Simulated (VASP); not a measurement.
# HfO2: which input changes matter

Which changes to a sound input spoil a run on HfO2, which are harmless, and which give a warning? All runs use PBE. The start is a cell from a database of measured crystal structures.

Calculated with VASP 6.6.1; PBE; plane waves and PAW (Hf_pv, O).

## (1) Set-up

Symmetry: Fm-3m, No. 225, cubic system. Conventional cell: a = 5.115 Å, b = 5.115 Å, c = 5.115 Å, α = 90.00°, β = 90.00°, γ = 90.00°. Hf has 8 O at 2.21 Å nearest. O has 4 Hf at 2.21 Å nearest. Farther neighbours and most contacts between anions are not listed.

## (2) Reference run

A single point gives energy, forces and stress at these settings. PBE, the usual starting point, adds the gradient of the density.

The input, INCAR:

```
SYSTEM = HfO2
PREC = Accurate
ENCUT = 520
EDIFF = 1E-06
NELM = 100
ISMEAR = -1
SIGMA = 0.05
LREAL = .FALSE.
ALGO = Normal
GGA = PE
NBANDS = 17
LASPH = .TRUE.
LORBIT = 11
LWAVE = .FALSE.
LCHARG = .FALSE.
KPAR = 4
ISIF = 2
```

The input, POSCAR:

```
HfO2
1.0
    0.0000000000      2.5575000000      2.5575000000
    2.5575000000      0.0000000000      2.5575000000
    2.5575000000      2.5575000000      0.0000000000
Hf O
1 2
Direct
    0.0000000000      0.0000000000      0.0000000000
    0.2500000000      0.2500000000      0.2500000000
    0.7500000000      0.7500000000      0.7500000000
```

The input, KPOINTS:

```
Automatic mesh
0
Gamma
9 9 9
0 0 0
```

The projector-augmented-wave data sets are Hf_pv and O (PBE family, release 64).

Command:

```sh
$ mpirun -np 4 vasp_std
```

What it wrote:

```text
[banner, memory and clock lines left out]
running    4 mpi-ranks, on    1 nodes
 distrk:  each k-point on    1 cores,    4 groups
 distr:  one band on    1 cores,    1 groups

 POSCAR found type information on POSCAR HfO
 POSCAR found :  2 types and       3 ions
 LDA part: xc-table for (Slater+PW92), standard interpolation
 POSCAR, INCAR and KPOINTS ok, starting setup
 FFT: planning ... GRIDC
 FFT: planning ... GRID_SOFT
 FFT: planning ... GRID
 WAVECAR not read
 entering main loop
       N       E                     dE             d eps       ncg     rms          rms(c)
DAV:   1     0.925016225189E+02    0.92502E+02   -0.12732E+04  1190   0.128E+03
DAV:   2    -0.321965674736E+02   -0.12470E+03   -0.12110E+03  1577   0.293E+02
DAV:   3    -0.360418155465E+02   -0.38452E+01   -0.38370E+01  1389   0.473E+01
DAV:   4    -0.360633236311E+02   -0.21508E-01   -0.21502E-01  1595   0.394E+00
DAV:   5    -0.360634686821E+02   -0.14505E-03   -0.14505E-03  1404   0.293E-01    0.453E+01
DAV:   6    -0.303783535692E+02    0.56851E+01   -0.23639E+01  1231   0.340E+01    0.403E+01
DAV:   7    -0.302752275676E+02    0.10313E+00   -0.76308E-01  1339   0.722E+00    0.285E+01
DAV:   8    -0.302559389828E+02    0.19289E-01   -0.32071E-01  1225   0.535E+00    0.904E+00
DAV:   9    -0.302333004017E+02    0.22639E-01   -0.68741E-02  1214   0.229E+00    0.226E+00
DAV:  10    -0.302335407868E+02   -0.24039E-03   -0.38736E-03  1437   0.484E-01    0.135E-01
DAV:  11    -0.302335408793E+02   -0.92522E-07   -0.20053E-04  1345   0.116E-01    0.192E-01
DAV:  12    -0.302335593236E+02   -0.18444E-04   -0.57597E-05  1270   0.523E-02    0.584E-02
DAV:  13    -0.302335604336E+02   -0.11100E-05   -0.16827E-06  1337   0.107E-02    0.131E-02
DAV:  14    -0.302335607926E+02   -0.35898E-06   -0.31471E-07   846   0.436E-03
   1 F= -.30233561E+02 E0= -.30233561E+02  d E =-.862019E-11
```

It took 4.2 s on 4 MPI ranks of Intel Xeon 6975P-C (Granite Rapids), shared host; peak memory 0.62 GiB; 14 s of CPU time.

The logs omit lines about the potential files and the build; timing stands in the text.

OUTCAR, selected parts (step 2):

```text
ion  position               nearest neighbor table
   1  0.000  0.000  0.000-   3 2.21   3 2.21   3 2.21   2 2.21   3 2.21   2 2.21   2 2.21   2 2.21

  LATTYP: Found a face centered cubic cell.
 ALAT       =     5.1150000000

 Subroutine GETGRP returns: Found 48 space group operations
 (whereof 48 operations were pure point group operations)

The static configuration has the point symmetry O_h .

 Found     35 irreducible k-points:

   k-points           NKPTS =     35   k-points in BZ     NKDIM =     35   number of bands    NBANDS=     17

   dimension x,y,z NGX =    28 NGY =   28 NGZ =   28
   dimension x,y,z NGXF=    56 NGYF=   56 NGZF=   56

   ENCUT  =  520.0 eV  38.22 Ry    6.18 a.u.   6.72  6.72  6.72*2*pi/ulx,y,z

   NELECT =      22.0000    total number of electrons

 k-points in reciprocal lattice and weights: Automatic mesh
   0.00000000  0.00000000  0.00000000       0.001
   0.11111111  0.00000000  0.00000000       0.011
   0.22222222  0.00000000  0.00000000       0.011
   0.33333333  0.00000000  0.00000000       0.011
   0.44444444  0.00000000  0.00000000       0.011
   0.11111111  0.11111111  0.00000000       0.008
   0.22222222  0.11111111  0.00000000       0.033
   0.33333333  0.11111111  0.00000000       0.033
   0.44444444  0.11111111  0.00000000       0.033
[...]
-0.33333333  0.44444444  0.11111111       0.033
  -0.33333333  0.44444444  0.22222222       0.033

 average (electrostatic) potential at core
       1 -37.7591       2 -69.7504       3 -69.7504

 E-fermi :   5.1213

 k-point     1 :       0.0000    0.0000    0.0000
  band No.  band energies     occupation
    ...
      7      -1.1272      2.00000
      8      -1.1272      2.00000
      9       3.4605      2.00000
     10       3.4605      2.00000
     11       3.4605      2.00000
     12       7.8697      0.00000
     13       7.8697      0.00000
     14       9.6794      0.00000
     15      14.1457      0.00000
     16      14.1457      0.00000
    ...

 k-point     2 :       0.1111    0.0000    0.0000
  band No.  band energies     occupation
    ...
      7      -1.0113      2.00000
      8      -0.8112      2.00000
      9       3.0901      2.00000
     10       3.2386      2.00000
     11       3.2386      2.00000
     12       8.0929      0.00000
     13       8.0929      0.00000
     14      10.1820      0.00000
     15      13.6032      0.00000
     16      13.9428      0.00000
    ...

 k-point     3 :       0.2222    0.0000    0.0000
  band No.  band energies     occupation
    ...
      7      -0.7103      2.00000
      8      -0.0304      2.00000
      9       2.3092      2.00000
     10       2.7895      2.00000
     11       2.7895      2.00000
     12       8.4824      0.00000
     13       8.4824      0.00000
     14      10.9268      0.00000
     15      12.9478      0.00000
     16      13.5358      0.00000
    ...

  Total       -1.2531994     -1.2531994     -1.2531994     -0.0000000      0.0000000      0.0000000
  in kB      -60.0141756    -60.0141756    -60.0141756     -0.0000000      0.0000000      0.0000000
  external PRESSURE =     -60.0141756 kB  Pullay stress =       0.0000000 kB

  energy-cutoff  :      520.00
  volume of cell :       33.46
      direct lattice vectors                 reciprocal lattice vectors
     0.000000000  2.557500000  2.557500000    -0.195503421  0.195503421  0.195503421
     2.557500000  0.000000000  2.557500000     0.195503421 -0.195503421  0.195503421
     2.557500000  2.557500000  0.000000000     0.195503421  0.195503421 -0.195503421

 POSITION                                       TOTAL-FORCE (eV/Angst)
 -----------------------------------------------------------------------------------
      0.00000      0.00000      0.00000        -0.000000     -0.000000     -0.000000
      1.27875      1.27875      1.27875         0.000000      0.000000      0.000000
      3.83625      3.83625      3.83625        -0.000000     -0.000000     -0.000000
 -----------------------------------------------------------------------------------
    total drift:                                0.000000      0.000000      0.000000

  FREE ENERGIE OF THE ION-ELECTRON SYSTEM (eV)
  ---------------------------------------------------
  free  energy   TOTEN  =       -30.2335607926 eV

  energy  without entropy=      -30.2335607926  energy(sigma->0) =      -30.23356079

 total charge
# of ion       s       p       d       tot
------------------------------------------
    1        0.286   6.542   1.322   8.150
    2        1.560   3.537   0.000   5.097
    3        1.560   3.537   0.000   5.097
--------------------------------------------------
tot          3.406  13.616   1.322  18.344

[... 3 further parts left out ...]
```

The gap is read on the k-mesh alone, so it is an upper bound where the band edges lie off the mesh, and a coarse mesh can show a gap where there is none. Harder data sets than Hf_pv exist (the GW ones), and pressures, volumes and forces can shift noticeably with them. At this level the cell is under a tension of 6.0 GPa, so at these settings it is away from equilibrium.

This step gave:

```
SCF cycles                             : 14
electrons                              : 22
bands                                  : 17
irreducible k-points                   : 35
symmetry operations                    : 48
free energy (TOTEN)                    : -30.23 eV
Fermi energy                           : 5.121 eV
pressure                               : -6.001 GPa
metallic, judged on the points sampled : no
valence top at k                       : -0.4444, 0.4444, 0
conduction bottom at k                 : 0.4444, 0.4444, 0
least direct gap at k                  : -0.4444, 0.4444, 0
gap on the k-mesh                      : 3.835 eV
least direct gap on the k-mesh         : 3.948 eV
```

The pressure is -6.00 GPa and the largest force 0.000 eV/Å, so the cell is not at a minimum at these settings.

## (3) Self-consistent run (PBE) with a changed input

A single point gives energy, forces and stress at these settings. Some settings are moved from the usual, to see what they do.

Changes to INCAR since step 2:

```diff
@@ -10,3 +10,3 @@
 GGA = PE
-NBANDS = 17
+NBANDS = 13
 LASPH = .TRUE.
```

POSCAR is that of step 2.

The input, KPOINTS:

```
Automatic mesh
0
Monkhorst-Pack
7 7 7
0 0 0
```

Command:

```sh
$ mpirun -np 4 vasp_std
```

What it wrote:

```text
[... set-up lines as in an earlier step ...]
 entering main loop
       N       E                     dE             d eps       ncg     rms          rms(c)
DAV:   1     0.106916689215E+03    0.10692E+03   -0.13197E+04   520   0.167E+03
DAV:   2    -0.313319267718E+02   -0.13825E+03   -0.13469E+03   655   0.342E+02
DAV:   3    -0.360350298433E+02   -0.47031E+01   -0.46994E+01   645   0.650E+01
DAV:   4    -0.360631995522E+02   -0.28170E-01   -0.28167E-01   660   0.574E+00
DAV:   5    -0.360634885484E+02   -0.28900E-03   -0.28898E-03   675   0.507E-01    0.453E+01
DAV:   6    -0.303788223837E+02    0.56847E+01   -0.34032E+01   580   0.445E+01    0.417E+01
DAV:   7    -0.302714059192E+02    0.10742E+00   -0.93238E-01   615   0.101E+01    0.285E+01
DAV:   8    -0.302439152783E+02    0.27491E-01   -0.25562E-01   555   0.589E+00    0.569E+00
DAV:   9    -0.302335108933E+02    0.10404E-01   -0.41747E-02   535   0.216E+00    0.144E+00
DAV:  10    -0.302335722692E+02   -0.61376E-04   -0.46520E-03   693   0.612E-01    0.292E-01
DAV:  11    -0.302335581043E+02    0.14165E-04   -0.35291E-04   625   0.167E-01    0.216E-01
DAV:  12    -0.302335684285E+02   -0.10324E-04   -0.43084E-05   605   0.572E-02    0.501E-02
DAV:  13    -0.302335689126E+02   -0.48412E-06   -0.51235E-06   630   0.166E-02
   1 F= -.30233569E+02 E0= -.30233569E+02  d E =-.367462E-10
```

Wall time 3 s (4 MPI ranks); peak memory 0.59 GiB.

From OUTCAR (step 3):

```text
The static configuration has the point symmetry O_h .

 Found     20 irreducible k-points:

   k-points           NKPTS =     20   k-points in BZ     NKDIM =     20   number of bands    NBANDS=     13

   NELECT =      22.0000    total number of electrons

 E-fermi :   5.0427

 k-point     1 :       0.0000    0.0000    0.0000
  band No.  band energies     occupation
    ...
      7      -1.1272      2.00000
      8      -1.1272      2.00000
      9       3.4607      2.00000
     10       3.4607      2.00000
     11       3.4607      2.00000
     12       7.8693      0.00000
     13       7.8693      0.00000

 k-point     2 :       0.1429    0.0000    0.0000
  band No.  band energies     occupation
    ...
      7      -0.9397      2.00000
      8      -0.6207      2.00000
      9       2.8856      2.00000
     10       3.1176      2.00000
     11       3.1176      2.00000
     12       8.2082      0.00000
     13       8.2082      0.00000

  Total       -1.2518734     -1.2518734     -1.2518734      0.0000000      0.0000000      0.0000000
  in kB      -59.9506727    -59.9506727    -59.9506727      0.0000000      0.0000000      0.0000000
  external PRESSURE =     -59.9506727 kB  Pullay stress =       0.0000000 kB

 POSITION                                       TOTAL-FORCE (eV/Angst)
 -----------------------------------------------------------------------------------
      0.00000      0.00000      0.00000        -0.000000     -0.000000     -0.000000
      1.27875      1.27875      1.27875         0.000000      0.000000     -0.000000
      3.83625      3.83625      3.83625        -0.000000     -0.000000      0.000000
 -----------------------------------------------------------------------------------
    total drift:                                0.000000      0.000000      0.000000

  FREE ENERGIE OF THE ION-ELECTRON SYSTEM (eV)
  ---------------------------------------------------
  free  energy   TOTEN  =       -30.2335689126 eV

  energy  without entropy=      -30.2335689126  energy(sigma->0) =      -30.23356891

[... 7 parts as in an earlier step ...]

[... 6 further parts left out ...]
```

The mesh holds 20 irreducible points against 35.

Numbers from this step:

```
SCF cycles                     : 13
bands                          : 13
irreducible k-points           : 20
Fermi energy                   : 5.043 eV
pressure                       : -5.995 GPa
valence top at k               : -0.4286, 0.4286, 0
conduction bottom at k         : 0, 0, 0
least direct gap at k          : -0.4286, 0.4286, 0
gap on the k-mesh              : 3.902 eV
least direct gap on the k-mesh : 4.073 eV
```

Against the reference run the energy at zero smearing moves by -0.00 meV an atom and the pressure by +0.01 GPa.

## (4) Self-consistent run (PBE) with a changed input, try 2

This step: PBE, spin-polarised from a ferromagnetic start; plane waves and PAW (Hf_pv, O) (VASP 6.6.1).

This run is made with a changed input; what comes of it follows.

Changes to INCAR since step 3:

```diff
@@ -4,3 +4,3 @@
 EDIFF = 1E-06
-NELM = 100
+NELM = 58
 ISMEAR = -1
@@ -10,3 +10,3 @@
 GGA = PE
-NBANDS = 13
+NBANDS = 17
 LASPH = .TRUE.
@@ -17 +17,3 @@
 ISIF = 2
+ISPIN = 2
+MAGMOM = 1.0 1.0
```

POSCAR is that of step 3.

The input, KPOINTS:

```
Automatic mesh
0
Gamma
9 9 9
0 0 0
```

Command:

```sh
$ mpirun -np 4 vasp_std
```

What it wrote:

```text
running    4 mpi-ranks, on    1 nodes
[...]
-----------------------------------------------------------------------------
|                                                                             |
|     EEEEEEE  RRRRRR   RRRRRR   OOOOOOO  RRRRRR      ###     ###     ###     |
|     E        R     R  R     R  O     O  R     R     ###     ###     ###     |
|     E        R     R  R     R  O     O  R     R     ###     ###     ###     |
|     EEEEE    RRRRRR   RRRRRR   O     O  RRRRRR       #       #       #      |
|     E        R   R    R   R    O     O  R   R                               |
|     E        R    R   R    R   O     O  R    R      ###     ###     ###     |
|     EEEEEEE  R     R  R     R  OOOOOOO  R     R     ###     ###     ###     |
|                                                                             |
|     ERROR: You have set 2 value(s) for MAGMOM; however for                  |
|     spin-polarized calculations (ISPIN=2), MAGMOM has to be a list of       |
|     NIONS values. NIONS=3 in your calculation.                              |
|                                                                             |
|       ---->  I REFUSE TO CONTINUE WITH THIS SICK JOB ... BYE!!! <----       |
|                                                                             |
 -----------------------------------------------------------------------------

1
1
1
1
```

Elapsed: 3.6 s, on 4 MPI ranks.

The input was rejected at the start.

VASP's message: “ERROR: You have set 2 value(s) for MAGMOM; however for spin-polarized calculations (ISPIN=2), MAGMOM has to be a list of”. No number of this run is used.

The fault in the input: wrong count of starting moments (ISPIN = 2 and MAGMOM = "1.0 1.0"). MAGMOM needs one number an atom.

## (5) A single point (PBE) with a changed input

This step: PBE; plane waves and PAW (Hf_pv, O) (VASP 6.6.1).

A single point gives energy, forces and stress at these settings. Some settings are moved from the usual, to see what they do.

The input, INCAR:

```
SYSTEM = HfO2
PREC = Medium
ENCUT = 520
EDIFF = 1E-08
NELM = 100
ISMEAR = -1
SIGMA = 0.05
LREAL = .FALSE.
ALGO = Normal
GGA = PE
NBANDS = 17
LASPH = .TRUE.
LORBIT = 11
LWAVE = .FALSE.
LCHARG = .FALSE.
KPAR = 4
ISIF = 2
```

POSCAR is that of step 4.

KPOINTS is that of step 4.

Command:

```sh
$ mpirun -np 4 vasp_std
```

What it wrote:

```text
[... set-up lines as in an earlier step ...]
 entering main loop
       N       E                     dE             d eps       ncg     rms          rms(c)
DAV:   1     0.925011179093E+02    0.92501E+02   -0.12732E+04  1190   0.128E+03
DAV:   2    -0.321971228863E+02   -0.12470E+03   -0.12110E+03  1577   0.293E+02
DAV:   3    -0.360423486491E+02   -0.38452E+01   -0.38370E+01  1389   0.473E+01
DAV:   4    -0.360638560549E+02   -0.21507E-01   -0.21501E-01  1595   0.394E+00
DAV:   5    -0.360640011021E+02   -0.14505E-03   -0.14504E-03  1404   0.294E-01    0.453E+01
DAV:   6    -0.303787356301E+02    0.56853E+01   -0.23638E+01  1231   0.340E+01    0.403E+01
DAV:   7    -0.302756335015E+02    0.10310E+00   -0.76306E-01  1339   0.722E+00    0.285E+01
DAV:   8    -0.302563605522E+02    0.19273E-01   -0.32070E-01  1225   0.535E+00    0.904E+00
DAV:   9    -0.302337272002E+02    0.22633E-01   -0.68748E-02  1214   0.229E+00    0.226E+00
DAV:  10    -0.302339677273E+02   -0.24053E-03   -0.38739E-03  1437   0.484E-01    0.135E-01
DAV:  11    -0.302339677689E+02   -0.41614E-07   -0.20051E-04  1344   0.116E-01    0.192E-01
DAV:  12    -0.302339863032E+02   -0.18534E-04   -0.57593E-05  1268   0.523E-02    0.584E-02
DAV:  13    -0.302339874176E+02   -0.11144E-05   -0.17059E-06  1522   0.107E-02    0.130E-02
DAV:  14    -0.302339877592E+02   -0.34162E-06   -0.29079E-07  1306   0.405E-03    0.652E-03
DAV:  15    -0.302339876888E+02    0.70419E-07   -0.15768E-08  1400   0.969E-04    0.123E-03
DAV:  16    -0.302339876775E+02    0.11225E-07   -0.18938E-09   684   0.335E-04    0.107E-04
DAV:  17    -0.302339876817E+02   -0.41537E-08   -0.29043E-10   621   0.143E-04
   1 F= -.30233988E+02 E0= -.30233988E+02  d E =-.106223E-10
```

Elapsed: 3 s, on 4 MPI ranks; peak memory 0.45 GiB.

OUTCAR, selected parts (step 5):

```text
The static configuration has the point symmetry O_h .

 Found     35 irreducible k-points:

   dimension x,y,z NGX =    20 NGY =   20 NGZ =   20
   dimension x,y,z NGXF=    30 NGYF=   30 NGZF=   30

   NELECT =      22.0000    total number of electrons

 E-fermi :   5.1104

 k-point     1 :       0.0000    0.0000    0.0000
  band No.  band energies     occupation
    ...
      7      -1.1272      2.00000
      8      -1.1272      2.00000
      9       3.4603      2.00000
     10       3.4605      2.00000
     11       3.4605      2.00000
     12       7.8696      0.00000
     13       7.8696      0.00000
     14       9.6796      0.00000
     15      14.1455      0.00000
     16      14.1457      0.00000
    ...

 k-point     2 :       0.1111    0.0000    0.0000
  band No.  band energies     occupation
    ...
      7      -1.0112      2.00000
      8      -0.8112      2.00000
      9       3.0901      2.00000
     10       3.2385      2.00000
     11       3.2387      2.00000
     12       8.0928      0.00000
     13       8.0928      0.00000
     14      10.1821      0.00000
     15      13.6031      0.00000
     16      13.9427      0.00000
    ...

  Total       -1.2493465     -1.2493465     -1.2493465      0.0000000      0.0000000      0.0000000
  in kB      -59.8296627    -59.8296627    -59.8296627      0.0000000      0.0000000      0.0000000
  external PRESSURE =     -59.8296627 kB  Pullay stress =       0.0000000 kB

 POSITION                                       TOTAL-FORCE (eV/Angst)
 -----------------------------------------------------------------------------------
      0.00000      0.00000      0.00000        -0.000000      0.000000      0.000000
      1.27875      1.27875      1.27875         0.000000      0.000000      0.000000
      3.83625      3.83625      3.83625        -0.000000     -0.000000     -0.000000
 -----------------------------------------------------------------------------------
    total drift:                                0.000000      0.000000     -0.000000

  FREE ENERGIE OF THE ION-ELECTRON SYSTEM (eV)
  ---------------------------------------------------
  free  energy   TOTEN  =       -30.2339876817 eV

  energy  without entropy=      -30.2339876817  energy(sigma->0) =      -30.23398768

[... 8 parts as in an earlier step ...]

[... 5 further parts left out ...]
```

The run converged, and its energy and pressure stay near those of the sound run.

Against the sound run on this cell (reference run) the energy at zero smearing moves by -0.1 meV an atom and the pressure by +0.02 GPa.

Settings moved from the usual: EDIFF = 1e-08 and PREC = Medium.

PREC = Medium changes the FFT grids.

(Part 1 of 3 ends here.)

[Lines on the potential files, build, host, timing and source positions are cut from VASP's logs without a mark.]

[Logs are printed without paths, hosts, clocks, repeated set-up lines and the standing remarks that a program may print on its own settings, such as how far it seeks lower states.]

[Hosts, paths, dates, database ids (printed as entryN), source tags and the programs' standing remarks are cut or masked in the printed files.]

[A measured line is paired with the nearest computed mode of its activity, which favours agreement.]

[In band tables of VASP the shares of atoms and orbitals are scaled to a sum of 1 inside the atoms' spheres.]
